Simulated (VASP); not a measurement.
A convergence study with VASP on C (diamond): one setting is varied, all else stays as given below, so the limit is that of these other settings.

```yaml
crystal:
  lattice:
    - [0.00000, 1.78350, 1.78350]
    - [1.78350, 0.00000, 1.78350]
    - [1.78350, 1.78350, 0.00000]
  atoms:
    - { symbol: C, position: [0.00000, 0.00000, 0.00000] }
    - { symbol: C, position: [0.25000, 0.25000, 0.25000] }
```

Level of theory: LDA (Ceperley-Alder, Perdew-Zunger), VASP's LDA PAW potentials (set 64) (plane waves; VASP 6.6.1). The tightest run used: 700 eV cut-off, 22×22×22 Γ-centred mesh, tetrahedra with Blöchl corrections, potentials C.

Gaps are read on the run's mesh, which can miss a band edge.

```csv
setting,E (eV/atom),pressure (GPa),gap on the mesh (eV),irreducible k-points
3×3×3 mesh,-9.8377,-7.73,4.069,4
4×4×4 mesh,-10.0587,-11.62,4.400,8
5×5×5 mesh,-10.1074,-12.41,4.130,10
```

**Question.** These are the cheaper rows. Estimate the results at 22×22×22 mesh, and how far the last row shown lies from them.

**Answer.** 
| quantity | tightest run | last row shown is off by |
|---|---|---|
| E (eV/atom) | -10.1241 | 0.0167 |
| pressure (GPa) | -12.67 | 0.26 |
| gap on the mesh (eV) | 4.098 | 0.031 |

Left out are rungs that failed or repeat a setting and relaxations that didn't move; long series are thinned to 24 rows.

The compound is C in the diamond structure. The cell was not relaxed at this level.
